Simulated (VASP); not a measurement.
A VASP calculation is set up with these files.

KPOINTS:
```
Automatic mesh
0
Gamma
6 6 6
0 0 0
```

POSCAR:
```
Mg2Si
1
    0.0000000000     3.0961320000     3.2403470000
    3.1311120000     0.0000000000     3.2403470000
    3.1311120000     3.0961320000     0.0000000000
Mg Si
2 1
Direct
  0.2500000000   0.2500000000   0.2500000000
  0.7500000000   0.7500000000   0.7500000000
 -0.0120330000   0.0120330000   0.0120330000
```

### INCAR
```
SYSTEM = Mg2Si
PREC = Accurate
ENCUT = 520
EDIFF = 1E-6
NELM = 100
ALGO = Normal
LREAL = .FALSE.
LASPH = .TRUE.
ISMEAR = 0
SIGMA = 0.05
GGA = PE
LWAVE = .FALSE.
LCHARG = .FALSE.
ISIF = 2
```

POTCAR, in this order: Mg Si (PBE.64 set). Program: vasp_std.

Question: Write an equivalent input for Quantum ESPRESSO's pw.x.

Answer: One equivalent input (not run):
```
&CONTROL
  calculation = 'scf'
  pseudo_dir = './pseudo'
  outdir = './out'
  tprnfor = .true.
  tstress = .true.
/
&SYSTEM
  ibrav = 0
  nat = 3
  ntyp = 2
  ecutwfc = 84
  occupations = 'smearing'
  smearing = 'gaussian'
  degauss = 0.003675
  input_dft = 'pbe'
/
&ELECTRONS
  conv_thr = 7.3e-08
  electron_maxstep = 100
/
ATOMIC_SPECIES
  Mg 24.305 Mg.upf
  Si 28.085 Si.upf
CELL_PARAMETERS angstrom
     0.0000000    3.0961320    3.2403470
     3.1311120    0.0000000    3.2403470
     3.1311120    3.0961320    0.0000000
ATOMIC_POSITIONS crystal
  Mg   0.2500000  0.2500000  0.2500000
  Mg   0.7500000  0.7500000  0.7500000
  Si  -0.0120330  0.0120330  0.0120330
K_POINTS automatic
  6 6 6 0 0 0
```
What does not carry over: the potentials are each code's own (VASP's PAW set, PseudoDojo norm-conserving files in pw.x), so ENCUT and ecutwfc are chosen apart and not converted; conv_thr bounds pw.x's estimated SCF error, while EDIFF bounds the energy change between steps.

The compound is Mg2Si in the antifluorite structure. The cell was not relaxed at this level, atoms are displaced from their ideal sites. The run is one of a series of settings (ENCUT = 520 against the base run), some of them coarse on purpose.
